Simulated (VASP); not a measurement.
Runs of VASP 6.6.1 on AlN. It takes space group P6_3mc (No. 186, hexagonal). Conventional cell: a = 3.113 Å, b = 3.113 Å, c = 4.981 Å, α = 90.00°, β = 90.00°, γ = 120.00°. Al (site symmetry 3m) has 4 N at 1.89 Å as nearest neighbours. N (site symmetry 3m) is surrounded by 4 Al at 1.89 Å. 

```tsv
task	level	cell	cutoff (eV)	gap on the mesh (eV)	pressure (GPa)	relaxed volume (Å³/atom)	largest force (eV/Å)
relaxation of cell and atoms	PBE+D3(BJ)	relaxed	600	4.25	0.0	(a)	0.01
single point	PBE+D3(BJ)	P6_3mc, 10.42 Å³/atom	520	4.22	-0.3	-	-
single point	PBE+D4	P6_3mc, 10.4 Å³/atom	520	4.24	(c)	-	-
relaxation of cell and atoms	PBE+D4	relaxed	600	(b)	0.0	10.38	0.01
```

Alike in all rows: potentials or basis VASP PAW PBE potentials, release 64 (Al, N); no spin polarisation; k mesh 6 × 6 × 4; smearing gaussian 0.01 eV.

Problem. Estimate the missing entries.

Solution. (a) 10.40; (b) 4.27; (c) -0.2.

